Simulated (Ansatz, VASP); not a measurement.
## Zn4F (Zn(0001), 4 layers, one monolayer of F on fcc sites) in two plane-wave programs

Aim: how closely do two programs agree when they are given the same cell, functional and k mesh? Of the first pair: The structure shown is the start of the Ansatz relaxation below; VASP solves that cell, so the two are compared at the walk's first step.

Calculated with Ansatz 0.2.0; plane waves, with VASP 6.6.1 beside it; single point at PBE.

## (1) Starting point

The cell holds 5 atoms: 4 Zn and 1 F. Cell: a = 2.660 Å, b = 2.660 Å, c = 25.405 Å, α = 90.0°, β = 90.0°, γ = 60.0°. Vacuum lies along c.

## (2) Ansatz: relaxation, PBE

Ansatz runs on its default PAW (the set named soft_2) files.

The two programs are compared at the cell with which this relaxation starts, whose forces are those of its first step.

Input file input.yaml:

```yaml
crystal:
  lattice:
    - [2.66, 0.0, 0.0]
    - [1.33, 2.3036275741, 0.0]
    - [0.0, 0.0, 25.40544]
  atoms:
    - { symbol: Zn, position: [0.6666666667, 0.6666666667, 0.3070208585] }
    - { symbol: Zn, position: [0.0, 0.0, 0.4041843007] }
    - { symbol: Zn, position: [0.6666666667, 0.6666666667, 0.5013477428] }
    - { symbol: Zn, position: [0.0, 0.0, 0.598511185] }
    - { symbol: F, position: [0.3333333333, 0.3333333333, 0.6347060704] }
kpoints:
  mp_grid: { grid: [12, 12, 1] }
hamiltonian:
  xc: pbe
scf:
  occupations: { method: fermi_dirac, width: 0.1 }
  convergence: { dr2_threshold: 1.0e-08 }
efield:
  axis: 3
  dipole_correction: true
  ramp_position: 0.97
  ramp_width: 0.04
relax:
  f_tol: 0.01
  constraints: [{ sites: [0, 1] }]
output:
  write_potential: true
  write_density: true
  volumetric_format: npy
```

Command:

```bash
ansatz run input.yaml --threads 4 --pin off --max-ram 8192MiB --backend cpu --events-out ev --progress --plain --runs-dir out
```

Numbers of over 12 decimals in the logs are rounded to 6 here.

The program printed:

```text
Engine: ansatz 0.2.0, aarch64-unknown-linux-gnu
Pseudopotentials: kind: paw
Pseudopotential: Zn, paw, valence charge 12, recommended cutoff 420 eV (normal), Zn.paw.azcp
Pseudopotential: F, paw, valence charge 7, recommended cutoff 420 eV (normal), F.paw.azcp
Functional definition: PBE
  parameter kappa = 0.804
  parameter beta = 0.066725
  exchange = pbe_x(kappa = kappa, mu = beta*pi^2/3)
  correlation = pbe_c(beta = beta)
Crystal: 5 atoms, lattice volume = 155.676 Å³
Basis set: ecut = 420 eV, 3079 PW (Γ), exchange–correlation on 36×36×360 points (8 copies of the dense FFT grid, shifted against one another)
Bands: 33, of which v1, the nominal top of the filled ones, is band 28 counted from 1 (27 counted from 0)
Symmetry: 6 space group operations
Space group: P3m1 (ITA 156), of the structure as read, at distance tolerance 5.4e-5 Å
k-points: 19 of 144 (time reversal used)
Non-local potential: Zn, projectors of the file, l = 0: 2, l = 1: 2, l = 2: 3, l = 3: 1
Non-local potential: F, projectors of the file, l = 0: 2, l = 1: 2, l = 2: 1
PAW form: soft (Blöchl's): semilocal exchange-correlation on the pseudo side does not see the compensation charge
PAW one-centre angular grid: Zn, 590 points (default); XC on 64 Gauss nodes
PAW one-centre angular grid: F, 110 points (default); XC on 64 Gauss nodes
Initial density: superposition of atomic densities (neutral atoms: chi_scale 0, normalization atom), corrected by the library's trained network
Initial wavefunctions: pseudopotential atomic-orbital guess
Functional: x = pbe(κ = 0.804, μ = 0.219515), c = pbe(β = 0.066725)
SCF iter   1: F=—  HF=-14082.673961 eV  |F-HF|=—  |Δ(HF+E_count)|=         —  Δρ=3.40e-3  dr2=1.13e-1  ethr=1.77e-3  p=0.063 e·Å  D=7.28e-2 V/Å  ΔV_dip=-1.85 eV  dr2_dipole=2.32e-2  V_vac-E_F(+/−)=2.02/3.86 eV  ⟨swp⟩=11.1  Hψ=3784  notcnv=0
efield: sawtooth ramp at fractional position 0.9700 (set: `efield.ramp_position`, or a place that a band, a saddle search or an elastic batch's reference lends), width 0.0400; the density the first Hamiltonian is built on has a dipole p = 0.063 e·Å; the dipole correction subtracts the counter field D = 7.28e-2 V/Å, which shifts the + side's vacuum level by -1.85 eV against the − side's; the planar-averaged density in the ramp window peaks in size at 2.4e-5 e/Å³
preconditioner: auto → LDOS  [metal: Δε(μ)=0.085 eV  Ē_g=11.588 eV  σ=0.100 eV  W_gap=0.20  n_scr=18 (ndim 8)  ℏωp=22.1 eV  f_vac=0.557  D(μ)=1.38/eV (n_scr^D=10)  β→1.0]
SCF iter   2: F=—  HF=-14082.671812 eV  |F-HF|=—  |Δ(HF+E_count)|=   2.15e-3  Δρ=4.04e-3  dr2=2.27e-2  ethr=2.05e-4  p=0.040 e·Å  D=4.62e-2 V/Å  ΔV_dip=-1.17 eV  dr2_dipole=1.76e-3  V_vac-E_F(+/−)=2.86/4.04 eV  ⟨swp⟩=2.6  Hψ=1417  notcnv=0  defer=2
SCF iter   3: F=—  HF=-14082.666662 eV  |F-HF|=—  |Δ(HF+E_count)|=   5.15e-3  Δρ=1.95e-3  dr2=8.34e-3  ethr=4.12e-5  p=0.040 e·Å  D=4.68e-2 V/Å  ΔV_dip=-1.19 eV  dr2_dipole=1.94e-3  V_vac-E_F(+/−)=2.86/4.05 eV  ⟨swp⟩=2.0  Hψ=1231  notcnv=0  defer=2
SCF iter   4: F=—  HF=-14082.665082 eV  |F-HF|=—  |Δ(HF+E_count)|=   1.58e-3  Δρ=4.12e-4  dr2=1.99e-3  ethr=1.52e-5  p=0.039 e·Å  D=4.58e-2 V/Å  ΔV_dip=-1.16 eV  dr2_dipole=4.92e-4  V_vac-E_F(+/−)=2.88/4.05 eV  ⟨swp⟩=2.0  Hψ=1128  notcnv=0  defer=2
SCF iter   5: F=—  HF=-14082.664886 eV  |F-HF|=—  |Δ(HF+E_count)|=   1.96e-4  Δρ=2.83e-4  dr2=1.92e-4  ethr=3.62e-6  p=0.038 e·Å  D=4.37e-2 V/Å  ΔV_dip=-1.11 eV  dr2_dipole=4.13e-5  V_vac-E_F(+/−)=2.96/4.07 eV  ⟨swp⟩=2.6  Hψ=1192  notcnv=0  defer=2
SCF iter   6: F=—  HF=-14082.664861 eV  |F-HF|=—  |Δ(HF+E_count)|=   2.50e-5  Δρ=9.73e-5  dr2=3.06e-5  ethr=3.50e-7  p=0.037 e·Å  D=4.31e-2 V/Å  ΔV_dip=-1.09 eV  dr2_dipole=6.11e-6  V_vac-E_F(+/−)=2.98/4.07 eV  ⟨swp⟩=2.0  Hψ=1072  notcnv=0  defer=2
SCF iter   7: F=—  HF=-14082.664861 eV  |F-HF|=—  |Δ(HF+E_count)|=   4.05e-8  Δρ=3.61e-5  dr2=2.83e-6  ethr=5.56e-8  p=0.037 e·Å  D=4.30e-2 V/Å  ΔV_dip=-1.09 eV  dr2_dipole=1.02e-9  V_vac-E_F(+/−)=2.98/4.07 eV  ⟨swp⟩=2.0  Hψ=1131  notcnv=0  defer=2
SCF iter   8: F=—  HF=-14082.664867 eV  |F-HF|=—  |Δ(HF+E_count)|=   5.33e-6  Δρ=1.39e-5  dr2=4.35e-7  ethr=5.14e-9  p=0.037 e·Å  D=4.31e-2 V/Å  ΔV_dip=-1.09 eV  dr2_dipole=4.52e-10  V_vac-E_F(+/−)=2.98/4.07 eV  ⟨swp⟩=2.3  Hψ=1093  notcnv=0  defer=2
SCF iter   9: F=—  HF=-14082.664867 eV  |F-HF|=—  |Δ(HF+E_count)|=   6.22e-7  Δρ=1.16e-5  dr2=1.85e-7  ethr=7.90e-10  p=0.037 e·Å  D=4.31e-2 V/Å  ΔV_dip=-1.09 eV  dr2_dipole=2.81e-11  V_vac-E_F(+/−)=2.97/4.07 eV  ⟨swp⟩=2.0  Hψ=1134  notcnv=0  defer=2
SCF iter  10: F=—  HF=-14082.664867 eV  |F-HF|=—  |Δ(HF+E_count)|=   6.58e-8  Δρ=3.35e-6  dr2=1.74e-8  ethr=3.36e-10  p=0.037 e·Å  D=4.31e-2 V/Å  ΔV_dip=-1.09 eV  dr2_dipole=4.76e-11  V_vac-E_F(+/−)=2.97/4.07 eV  ⟨swp⟩=2.1  Hψ=1111  notcnv=0  defer=2
[...]
SCF iter   6: F=—  HF=-14083.946082 eV  |F-HF|=—  |Δ(HF+E_count)|=   1.40e-8  Δρ=6.16e-6  dr2=5.29e-8  ethr=6.53e-10  p=-0.107 e·Å  D=-1.24e-1 V/Å  ΔV_dip=3.16 eV  dr2_dipole=1.76e-9  V_vac-E_F(+/−)=7.09/3.93 eV  ⟨swp⟩=2.0  Hψ=1091  notcnv=0  defer=2
SCF iter   7: F=-14083.946082 eV  HF=-14083.946082 eV  |F-HF|=4.62e-8  |Δ(HF+E_count)|=   7.82e-9  Δρ=1.55e-6  dr2=2.05e-9  ethr=1.82e-11  p=-0.107 e·Å  D=-1.24e-1 V/Å  ΔV_dip=3.16 eV  dr2_dipole=1.30e-10  V_vac-E_F(+/−)=7.09/3.93 eV  ⟨swp⟩=9.7  Hψ=6197  notcnv=0
SCF 7 converged in 7 iterations: F = -14083.946082 eV  dr2 = 2.05e-9
relax step   7: F+E_penalty+E_count = -14083.94608244 eV  Δ(F+E_penalty+E_count) = +5.510e-6 eV  max|allowed force component| = 1.424e-2 eV/Å  Δτ_max = 0.0117 Å  (7 SCF iters, rejected (line search))
SCF iter   1: F=—  HF=-14083.946182 eV  |F-HF|=—  |Δ(HF+E_count)|=         —  Δρ=4.79e-4  dr2=2.08e-4  ethr=2.88e-6  p=-0.107 e·Å  D=-1.24e-1 V/Å  ΔV_dip=3.16 eV  dr2_dipole=1.05e-5  V_vac-E_F(+/−)=7.09/3.93 eV  ⟨swp⟩=3.6  Hψ=1857  notcnv=0  defer=2
efield: sawtooth ramp at fractional position 0.9700 (set: `efield.ramp_position`, or a place that a band, a saddle search or an elastic batch's reference lends), width 0.0400; the density the first Hamiltonian is built on has a dipole p = -0.107 e·Å; the dipole correction subtracts the counter field D = -1.24e-1 V/Å, which shifts the + side's vacuum level by +3.16 eV against the − side's; the planar-averaged density in the ramp window peaks in size at 1.4e-5 e/Å³
preconditioner: auto → LDOS  [metal: Δε(μ)=0.150 eV  Ē_g=11.282 eV  σ=0.100 eV  W_gap=0.35  n_scr=18 (ndim 8)  ℏωp=22.1 eV  f_vac=0.553  D(μ)=1.11/eV (n_scr^D=8)  β→1.0]
SCF iter   2: F=—  HF=-14083.946134 eV  |F-HF|=—  |Δ(HF+E_count)|=   4.73e-5  Δρ=1.82e-4  dr2=7.16e-5  ethr=3.78e-7  p=-0.107 e·Å  D=-1.25e-1 V/Å  ΔV_dip=3.17 eV  dr2_dipole=2.12e-6  V_vac-E_F(+/−)=7.11/3.93 eV  ⟨swp⟩=2.7  Hψ=1422  notcnv=0  defer=2
SCF iter   3: F=—  HF=-14083.946119 eV  |F-HF|=—  |Δ(HF+E_count)|=   1.50e-5  Δρ=1.06e-4  dr2=1.30e-5  ethr=1.30e-7  p=-0.107 e·Å  D=-1.24e-1 V/Å  ΔV_dip=3.16 eV  dr2_dipole=1.56e-6  V_vac-E_F(+/−)=7.09/3.93 eV  ⟨swp⟩=2.2  Hψ=1157  notcnv=0  defer=2
SCF iter   4: F=—  HF=-14083.946115 eV  |F-HF|=—  |Δ(HF+E_count)|=   4.74e-6  Δρ=4.05e-5  dr2=1.56e-6  ethr=2.37e-8  p=-0.107 e·Å  D=-1.24e-1 V/Å  ΔV_dip=3.16 eV  dr2_dipole=3.41e-8  V_vac-E_F(+/−)=7.09/3.93 eV  ⟨swp⟩=2.8  Hψ=1445  notcnv=0  defer=2
SCF iter   5: F=—  HF=-14083.946119 eV  |F-HF|=—  |Δ(HF+E_count)|=   3.89e-6  Δρ=8.82e-6  dr2=1.35e-7  ethr=2.84e-9  p=-0.107 e·Å  D=-1.24e-1 V/Å  ΔV_dip=3.16 eV  dr2_dipole=1.18e-8  V_vac-E_F(+/−)=7.09/3.93 eV  ⟨swp⟩=2.4  Hψ=1185  notcnv=0  defer=2
SCF iter   6: F=—  HF=-14083.946119 eV  |F-HF|=—  |Δ(HF+E_count)|=   2.76e-7  Δρ=4.96e-6  dr2=4.53e-8  ethr=2.45e-10  p=-0.107 e·Å  D=-1.24e-1 V/Å  ΔV_dip=3.16 eV  dr2_dipole=4.55e-9  V_vac-E_F(+/−)=7.09/3.93 eV  ⟨swp⟩=2.3  Hψ=1191  notcnv=0  defer=2
SCF iter   7: F=-14083.946119 eV  HF=-14083.946119 eV  |F-HF|=3.02e-8  |Δ(HF+E_count)|=   2.96e-8  Δρ=8.79e-7  dr2=2.50e-9  ethr=1.82e-11  p=-0.107 e·Å  D=-1.24e-1 V/Å  ΔV_dip=3.16 eV  dr2_dipole=3.71e-10  V_vac-E_F(+/−)=7.09/3.93 eV  ⟨swp⟩=9.3  Hψ=6132  notcnv=0
SCF 8 converged in 7 iterations: F = -14083.946119 eV  dr2 = 2.50e-9
relax step   8: F+E_penalty+E_count = -14083.94611886 eV  Δ(F+E_penalty+E_count) = -3.091e-5 eV  max|allowed force component| = 2.910e-4 eV/Å  Δτ_max = 0.0032 Å  (7 SCF iters, accepted)
NSCF: frozen V_eff on 19 k-points
the band table was solved once a step of the walk had ended and its energy, with any forces and stress, was formed, with the checks that follow a solve (3170 applications of the Hamiltonian). They found nothing against the state; the energy, forces and stress were not computed again (output.eigenvalues in the input reference)
WARN: The input density's exchange-correlation potential varies sharply where the density is thin. Do not read a vacuum level from v_tot or v_xc, or from such a field of the output density. On a cell that repeats whose density bears no net charge and no dipole along the vacuum's axis use v_es (v_loc + v_h of the components); under efield.dipole_correction with no amplitude use v_es + v_field, which holds any external [...]
SCF converged after 7 iterations
Free energy (F): -14083.946119 eV
Harris-Foulkes:  -14083.946119 eV  (|F-HF|=3.02e-8)
Internal energy: -14083.908605 eV  (E = F + TS)
E sigma→0 (E₀):  -14083.927362 eV
Entropy (-TS):   -0.037514 eV (-7.503 meV/atom)
Fermi energy:    1.398132 eV
Dipole field:    D = -0.124386 V/Å  (p = -0.107012 e·Å, saw-weighted, corrected)
Work function:   Φ+ = 7.0937 eV   Φ− = 3.9336 eV
Levels:          The Fermi level and band energies are counted from a zero that moves with the ramp; work functions are not
--- Per-component energies (eV) ---
  E_band       = -334.369223
  E_kinetic    = 731.972793
  E_local      = -72761.377578  (includes V_loc(G=0)·N_el)
  E_nonlocal   = 2520.198980
  E_hartree    = 35564.118724
  E_xc         = -630.377137
  E_vxc        = -312.491643  (∫ρ·V_xc dr)
  E_paw        = -7502.878532  (= ΣΔE_a)
  E_vpaw       = -1638.231052  (= ΣTr[D̂ρ^β])
  E_aug_tail   = 0.000503  (compensation charges beyond the density's cutoff)
  E_efield     = 0.006655  (sawtooth field / dipole correction)
  E_vefield    = -2.684434  (∫n·V_field dr)
  E_ewald      = 27994.426986
  E_smearing   = -0.037514  (= −TS)
  E_closure    = 0.000000  (closes the sum)
  Σ components = -14083.946119   (vs F -14083.946119, Δ=0.00e0)
--- Forces (eV/Å), atoms counted from 1 ---
  atom   1  Zn    -0.00000000     0.00000000    -0.04697964
  atom   2  Zn     0.00000000    -0.00000000     0.04704209
  atom   3  Zn     0.00000000     0.00000000    -0.00029105
  atom   4  Zn     0.00000000    -0.00000000     0.00007231
  atom   5  F      0.00000000     0.00000000     0.00016754
  max |Σ_I F_I| component: 1.12e-5 eV/Å
--- Band table (eV; the first three rows and the last of 19) ---
  k-point 0: bands = [... 24 lower, -3.8915, -2.0522, -1.9025, -1.9025, 1.1009, 3.9362, 5.3415, 6.6518, ... 1 higher]
  k-point 1: bands = [... 24 lower, -3.7880, -2.1397, -1.9321, -1.8164, 1.2995, 4.1525, 5.5541, 6.8639, ... 1 higher]
  k-point 2: bands = [... 24 lower, -3.4981, -2.6085, -2.0143, -1.1827, 1.8631, 4.7569, 6.1718, 7.4819, ... 1 higher]
  k-point 18: bands = [... 24 lower, 1.3631, 1.5127, 1.7525, 2.4455, 2.7090, 2.9877, 4.3953, 4.6629, ... 1 higher]
--- Relaxed structure (8 steps of the walk, 7 accepted, 0 SCFs on fresh bases) ---
  F+E_penalty+E_count = -14083.94611886 eV   max|allowed force component| = 2.910e-4 eV/Å
  atoms:
    - { symbol: Zn, position: [0.666667, 0.666667, 0.3070208585] }
    - { symbol: Zn, position: [-1.850371707762447e-17, -1.8503717077624468e-17, 0.404184] }
    - { symbol: Zn, position: [0.666667, 0.666667, 0.500237] }
    - { symbol: Zn, position: [-1.660525556151482e-17, -2.2300640109843786e-17, 0.589208] }
    - { symbol: F, position: [0.333333, 0.333333, 0.641214] }
```

In the SCF lines HF is the Harris–Foulkes energy and dr2 the Hartree energy of the density residual, in eV; the loop may stop once dr2 is under the threshold and the program's other checks hold. Hψ counts applications of the Hamiltonian.

(Continued in part 2 of 2.)

[Lines on the potential files, build, host, timing and source positions are cut from VASP's logs without a mark.]

[Logs are printed without paths, hosts, clocks, repeated set-up lines and the standing remarks that a program may print on its own settings, such as how far it seeks lower states.]

[Hosts, paths, dates, database ids (printed as entryN), source tags and the programs' standing remarks are cut or masked in the printed files.]
